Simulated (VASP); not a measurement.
P:

```
CELL_PARAMETERS angstrom
1.65884 -5.09887 0.00000
1.65884 5.09887 0.00000
0.00000 0.00000 4.17130
ATOMIC_POSITIONS crystal
P 0.10605 0.89395 0.07264
P 0.60605 0.39395 0.42736
P 0.89395 0.10605 0.92736
P 0.39395 0.60605 0.57264
```

Base run:

```yaml
Program: VASP 6.6.1
Functional: PBE0
Potentials_or_basis: VASP PAW PBE potentials, release 64 (P)
Cutoff: 450 eV
k_mesh: 6 × 6 × 5
Occupations: gaussian, width 0.02 eV
Spin: no spin polarisation
```

Its results: band gap on the k mesh 0.55 eV, direct; pressure 0.9 GPa; largest force 0.483 eV/Å.

**Question.** The run is repeated on the same cell with these changes: functional from PBE0 to HSE06. What comes out?

**Answer.** Band gap on the k mesh 0.41 eV, indirect (least direct gap 0.45 eV); pressure 1.0 GPa; largest force 0.446 eV/Å.

Caveats: the PAW data sets were made with another functional, which shifts forces and pressure a little; an odd mesh through Γ misses points on the zone boundary, where band edges often lie.
